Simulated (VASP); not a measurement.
Consider the following.

```yaml
crystal:
  lattice:
    - [0.00000, 2.30520, 2.30520]
    - [2.30520, 0.00000, 2.30520]
    - [2.30520, 2.30520, 0.00000]
  atoms:
    - { symbol: Hf, position: [0.00000, 0.00000, 0.00000] }
    - { symbol: N, position: [0.50000, 0.50000, 0.50000] }
```

Level of theory: PBE GGA, VASP's PBE PAW potentials (set 64) (plane waves; VASP). Settings: 300 eV cut-off, 12×12×12 Γ-centred mesh, first-order Methfessel-Paxton smearing of 0.10 eV, potentials Hf_pv N.

At this cut-off the stress carries a Pulay error, which pulls relaxed volumes low. Unless said otherwise, spin-orbit coupling is left out, though it shifts the bands of the heavy elements here.

Q: What does the run give for the energy per atom (σ→0), pressure, band gap (on the k-mesh) with the smallest direct gap where there is one?

A: 
| Item | Result |
|---|---|
| band gap (on the k-mesh) | none (metal, semimetal or under 0.01 eV) |
| energy per atom (σ→0) | -10860 meV/atom |
| pressure | -29.69 GPa |

The absolute energy has meaning only against runs of the same code, potentials and settings.

The compound is HfN in the rock salt structure. The cell was not relaxed at this level. The run is one of a series of settings (ENCUT = 300 against the base run), some of them coarse on purpose. The electron count is odd and the run is not spin-polarised, which forces a metal.
